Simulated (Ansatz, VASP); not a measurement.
# Cross-check of InAs between VASP and Ansatz, part 2 of 2

One calculation is typed for both programs; each brings its own data sets. How far apart do they land? The cell is taken from a series of runs on this material, whose earlier steps may have relaxed, scaled, displaced or heated it; both programs get it as it stands.

VASP 6.6.1 and Ansatz 0.2.0.

So far: The starting structure; Ansatz: zone-centre phonons, LDA.

## (3) VASP: zone-centre phonons, LDA

Level of this step: LDA; plane waves and PAW (In_d, As) (VASP).

The same cell, functional (in two slightly different forms), mesh and smearing now go to VASP, with its own data sets.

Lines of VASP's logs that name or quote its potential files are left out, and so is its time.

The input, INCAR:

```
SYSTEM = InAs
PREC = Accurate
ENCUT = 500
EDIFF = 1E-08
NELM = 120
ISMEAR = 0
SIGMA = 0.27211
LREAL = .FALSE.
ALGO = Normal
GGA = CA
NBANDS = 15
LORBIT = 11
LWAVE = .FALSE.
LCHARG = .FALSE.
ISIF = 2
IBRION = 8
LASPH = .TRUE.
GGA_COMPAT = .FALSE.
KPAR = 2
```

The input, POSCAR:

```
InAs
1.0
   -2.9597904486      0.0000000000      2.9597904486
    0.0000000000      2.9597904486      2.9597904486
   -2.9597904486      2.9597904486      0.0000000000
In As
1 1
Direct
    0.0000000000      0.0000000000      0.0000000000
    0.2500000000      0.2500000000      0.2500000000
```

The input, KPOINTS:

```
Automatic mesh
0
Gamma
10 10 10
0 0 0
```

Potentials, in the order of the species: In_d and As (LDA family, release 64).

On the command line:

```console
$ mpirun -np 2 vasp_std
```

Log:

```text
[banner, memory and clock lines left out]
running    2 mpi-ranks, on    1 nodes
 distrk:  each k-point on    1 cores,    2 groups
 distr:  one band on    1 cores,    1 groups

 POSCAR found type information on POSCAR InAs
 POSCAR found :  2 types and       2 ions
 LDA part: xc-table for (Slater(with rela. corr.)+CA(PZ))
 , standard interpolation
 POSCAR, INCAR and KPOINTS ok, starting setup
 FFT: planning ... GRIDC
 FFT: planning ... GRID_SOFT
 FFT: planning ... GRID
 WAVECAR not read
 entering main loop
       N       E                     dE             d eps       ncg     rms          rms(c)
DAV:   1     0.110965915192E+03    0.11097E+03   -0.82425E+03  1410   0.130E+03
DAV:   2    -0.177054369501E+01   -0.11274E+03   -0.10846E+03  1515   0.304E+02
DAV:   3    -0.914931360016E+01   -0.73788E+01   -0.73426E+01  1844   0.790E+01
DAV:   4    -0.933102957947E+01   -0.18172E+00   -0.18168E+00  1800   0.135E+01
DAV:   5    -0.933674001960E+01   -0.57104E-02   -0.57103E-02  2022   0.203E+00    0.524E+00
DAV:   6    -0.904345075523E+01    0.29329E+00   -0.38945E-01  2224   0.119E+01    0.289E+00
DAV:   7    -0.899823750738E+01    0.45213E-01   -0.12712E-01  1958   0.356E+00    0.694E-01
DAV:   8    -0.899490025408E+01    0.33373E-02   -0.14031E-02  1849   0.146E+00    0.278E-01
DAV:   9    -0.899476162040E+01    0.13863E-03   -0.86304E-04  1776   0.247E-01    0.181E-01
DAV:  10    -0.899477421291E+01   -0.12593E-04   -0.15247E-04  2038   0.240E-01    0.747E-02
DAV:  11    -0.899477444889E+01   -0.23597E-06   -0.47306E-05  2176   0.136E-01    0.351E-02
DAV:  12    -0.899477237211E+01    0.20768E-05   -0.56239E-06  1988   0.317E-02    0.652E-03
DAV:  13    -0.899477244009E+01   -0.67979E-07   -0.74147E-07  1781   0.602E-03    0.861E-04
DAV:  14    -0.899477243141E+01    0.86877E-08   -0.35697E-08  1894   0.300E-03
   1 F= -.89947724E+01 E0= -.89943567E+01  d E =-.831411E-03
 Linear response reoptimize wavefunctions to high precision
DAV:   1    -0.899477243148E+01   -0.71623E-10   -0.31196E-09  1534   0.746E-04
DAV:   2    -0.899477243153E+01   -0.54570E-10   -0.71764E-10   985   0.240E-04
 Linear response DOF=           2
 Linear response progress:
  Degree of freedom:   1/  2
       N       E                     dE             d eps       ncg     rms          rms(c)
RMM:   1    -0.234938182074E+00   -0.23494E+00   -0.68759E-02  6930   0.505E+00
RMM:   2    -0.237517645303E+00   -0.25795E-02   -0.14767E-02  8697   0.110E+00    0.827E-02
RMM:   3    -0.237541086822E+00   -0.23442E-04   -0.17000E-03  9401   0.342E-01    0.411E-02
RMM:   4    -0.237386339072E+00    0.15475E-03   -0.13745E-04  9670   0.115E-01    0.211E-02
RMM:   5    -0.237360887141E+00    0.25452E-04   -0.20545E-05 10075   0.420E-02    0.749E-03
RMM:   6    -0.237365657588E+00   -0.47704E-05    0.83562E-06 10170   0.146E-02    0.192E-03
RMM:   7    -0.237376086787E+00   -0.10429E-04    0.20759E-06 10041   0.432E-03    0.695E-04
RMM:   8    -0.237375442100E+00    0.64469E-06   -0.30002E-06 10122   0.185E-03    0.347E-04
RMM:   9    -0.237374010409E+00    0.14317E-05    0.87804E-07 10481   0.861E-04    0.115E-04
RMM:  10    -0.237373594572E+00    0.41584E-06    0.19245E-06 10414   0.389E-04    0.403E-05
RMM:  11    -0.237373716719E+00   -0.12215E-06    0.47860E-07 10535   0.220E-04    0.154E-05
RMM:  12    -0.237373717433E+00   -0.71465E-09    0.28752E-07 11249   0.147E-04    0.659E-06
RMM:  13    -0.237373749841E+00   -0.32407E-07    0.20000E-07 10719   0.110E-04    0.935E-06
RMM:  14    -0.237373739920E+00    0.99204E-08    0.50550E-08 11205   0.901E-05    0.662E-06
 first order change of Fermi-energy   0.91724E-04
 force on displaced ion       1 direction 1 :  -8.947  -0.000  -0.000
 Linear response progress:
  Degree of freedom:   2/  2
       N       E                     dE             d eps       ncg     rms          rms(c)
RMM:   1    -0.477476290413E-01   -0.47748E-01    0.62612E-02 10791   0.167E+00
RMM:   2    -0.453231740321E-01    0.24245E-02    0.14995E-03  8134   0.622E-01    0.117E-01
RMM:   3    -0.460568470327E-01   -0.73367E-03   -0.20850E-03  9359   0.264E-01    0.502E-02
RMM:   4    -0.462405073357E-01   -0.18366E-03   -0.15312E-04  9559   0.875E-02    0.109E-02
RMM:   5    -0.462734549557E-01   -0.32948E-04   -0.17094E-05  9991   0.326E-02    0.521E-03
RMM:   6    -0.462567320850E-01    0.16723E-04   -0.12217E-06  9639   0.882E-03    0.154E-03
RMM:   7    -0.462566181174E-01    0.11397E-06   -0.31853E-07 10499   0.297E-03    0.124E-03
RMM:   8    -0.462567275178E-01   -0.10940E-06   -0.57694E-08 10157   0.120E-03    0.822E-04
RMM:   9    -0.462572894032E-01   -0.56189E-06    0.60946E-08  9457   0.467E-04    0.907E-05
RMM:  10    -0.462573757060E-01   -0.86303E-07    0.99331E-10 10450   0.206E-04    0.966E-05
RMM:  11    -0.462573638915E-01    0.11815E-07   -0.50467E-09 10932   0.877E-05    0.395E-05
RMM:  12    -0.462573737097E-01   -0.98182E-08    0.65212E-08 10272   0.438E-05    0.128E-05
 first order change of Fermi-energy  -0.94581E-03
 force on displaced ion       2 direction 1 :  -8.926  -0.000  -0.000
 Linear response finished
```

Parts of OUTCAR (step 3):

```text
ion  position               nearest neighbor table
   1  0.000  0.000  0.000-   2 2.56   2 2.56   2 2.56   2 2.56
   2  0.250  0.250  0.250-   1 2.56   1 2.56   1 2.56   1 2.56

  LATTYP: Found a face centered cubic cell.
 ALAT       =     5.9195808972

 Subroutine GETGRP returns: Found 24 space group operations
 (whereof 24 operations were pure point group operations)

The static configuration has the point symmetry T_d .

 Found     47 irreducible k-points:

   k-points           NKPTS =     47   k-points in BZ     NKDIM =     47   number of bands    NBANDS=     15

   dimension x,y,z NGX =    32 NGY =   32 NGZ =   32
   dimension x,y,z NGXF=    64 NGYF=   64 NGZF=   64

   ENCUT  =  500.0 eV  36.75 Ry    6.06 a.u.   7.63  7.63  7.63*2*pi/ulx,y,z

   NELECT =      18.0000    total number of electrons

 k-points in reciprocal lattice and weights: Automatic mesh
   0.00000000  0.00000000  0.00000000       0.001
   0.10000000  0.00000000  0.00000000       0.008
   0.20000000  0.00000000  0.00000000       0.008
   0.30000000  0.00000000  0.00000000       0.008
   0.40000000  0.00000000  0.00000000       0.008
   0.50000000  0.00000000  0.00000000       0.004
   0.10000000  0.10000000  0.00000000       0.006
   0.20000000  0.10000000  0.00000000       0.024
   0.30000000  0.10000000  0.00000000       0.024
[...]
-0.30000000  0.40000000  0.20000000       0.024
  -0.30000000  0.50000000  0.20000000       0.012

 average (electrostatic) potential at core
       1 -95.5339       2 -52.5014

  Total        1.2507993      1.2507993      1.2507993     -0.0000000      0.0000000     -0.0000000
  in kB       38.6442887     38.6442887     38.6442887     -0.0000000      0.0000000     -0.0000000
  external PRESSURE =      38.6442887 kB  Pullay stress =       0.0000000 kB

  energy-cutoff  :      500.00
  volume of cell :       51.86
      direct lattice vectors                 reciprocal lattice vectors
    -2.959790449  0.000000000  2.959790449    -0.168930878 -0.168930878  0.168930878
     0.000000000  2.959790449  2.959790449     0.168930878  0.168930878  0.168930878
    -2.959790449  2.959790449  0.000000000    -0.168930878  0.168930878 -0.168930878

 POSITION                                       TOTAL-FORCE (eV/Angst)
 -----------------------------------------------------------------------------------
      0.00000      0.00000      0.00000         0.000000     -0.000000     -0.000000
     -1.47990      1.47990      1.47990        -0.000000      0.000000      0.000000
 -----------------------------------------------------------------------------------
    total drift:                                0.000000     -0.000000      0.000000

 Eigenvectors and eigenvalues of the dynamical matrix
 ----------------------------------------------------

   1 f  =    6.939871 THz    43.604496 2PiTHz  231.489181 cm-1    28.700988 meV
             X         Y         Z           dx          dy          dz
      0.000000  0.000000  0.000000     0.000000    0.628832    0.000000
     -1.479895  1.479895  1.479895     0.000000   -0.777541    0.000000

   2 f  =    6.939871 THz    43.604496 2PiTHz  231.489181 cm-1    28.700988 meV
             X         Y         Z           dx          dy          dz
      0.000000  0.000000  0.000000    -0.628832    0.000000    0.000000
     -1.479895  1.479895  1.479895     0.777541    0.000000    0.000000

   3 f  =    6.939871 THz    43.604496 2PiTHz  231.489181 cm-1    28.700988 meV
             X         Y         Z           dx          dy          dz
      0.000000  0.000000  0.000000     0.000000    0.000000   -0.628832
     -1.479895  1.479895  1.479895     0.000000    0.000000    0.777541

   4 f/i=    0.004029 THz     0.025314 2PiTHz    0.134386 cm-1     0.016662 meV
             X         Y         Z           dx          dy          dz
      0.000000  0.000000  0.000000     0.777541    0.000000    0.000000
     -1.479895  1.479895  1.479895     0.628832    0.000000    0.000000

   5 f/i=    0.004029 THz     0.025314 2PiTHz    0.134386 cm-1     0.016662 meV
             X         Y         Z           dx          dy          dz
      0.000000  0.000000  0.000000     0.000000   -0.777541    0.000000
     -1.479895  1.479895  1.479895     0.000000   -0.628832    0.000000

   6 f/i=    0.004029 THz     0.025314 2PiTHz    0.134386 cm-1     0.016662 meV
             X         Y         Z           dx          dy          dz
      0.000000  0.000000  0.000000     0.000000    0.000000    0.777541
     -1.479895  1.479895  1.479895     0.000000    0.000000    0.628832

 ELASTIC MODULI CONTR FROM IONIC RELAXATION (kBar)
 Direction    XX          YY          ZZ          XY          YZ          ZX
 --------------------------------------------------------------------------------
 XX          -0.0000     -0.0000     -0.0000      0.0000      0.0000      0.0000
 YY          -0.0000     -0.0000     -0.0000      0.0000      0.0000      0.0000
 ZZ          -0.0000     -0.0000     -0.0000      0.0000      0.0000      0.0000
 XY           0.0000      0.0000      0.0000   -345.3572     -0.0000     -0.0000
 YZ           0.0000      0.0000      0.0000     -0.0000   -345.3572     -0.0000
 ZX           0.0000      0.0000      0.0000     -0.0000     -0.0000   -345.3572
 --------------------------------------------------------------------------------
```

## (4) Comparison

Known differences besides the potentials themselves: the two LDA forms differ slightly; VASP's run holds the zone centre alone; the data sets hold 28 valence electrons in Ansatz (on norm-conserving files, of PseudoDojo where its log says so) and 18 in VASP; the cutoff is 1088.46 eV in Ansatz and 500 eV in VASP; VASP's log shows a relativistic correction to its local exchange, Ansatz's none. Total energies have different zeros and are not compared.

Both answers:

| quantity | Ansatz | VASP | difference |
| --- | --- | --- | --- |
| optical mode 1 to 3 (cm⁻¹) | 230.4 | 231.5 | -0.46 % |

Modes are paired by rising frequency, not by their patterns, so a pair may set unlike modes beside each other; they are those without the splitting of longitudinal modes.

## (5) Outcome

```yaml
r_m_s_difference_of_the_optical_zone_centre_modes_each_program_s_sorted_by_frequency_zone_centre_phonons_lda: 1.1 cm⁻¹
```

**Reading.** The r.m.s. difference of the optical zone-centre modes, each program's sorted by frequency is 1.1 cm⁻¹ (zone-centre phonons, LDA). The data sets hold unlike numbers of valence electrons (28 in Ansatz and 18 in VASP), so part of the differences comes from the potentials. Such differences can come from data sets, numerical settings and the points named under the comparisons, not from the functional's error against experiment.

[Lines on the potential files, build, host, timing and source positions are cut from VASP's logs without a mark.]

[Logs are printed without paths, hosts, clocks, repeated set-up lines and the standing remarks that a program may print on its own settings, such as how far it seeks lower states.]

[Hosts, paths, dates, database ids (printed as entryN), source tags and the programs' standing remarks are cut or masked in the printed files.]
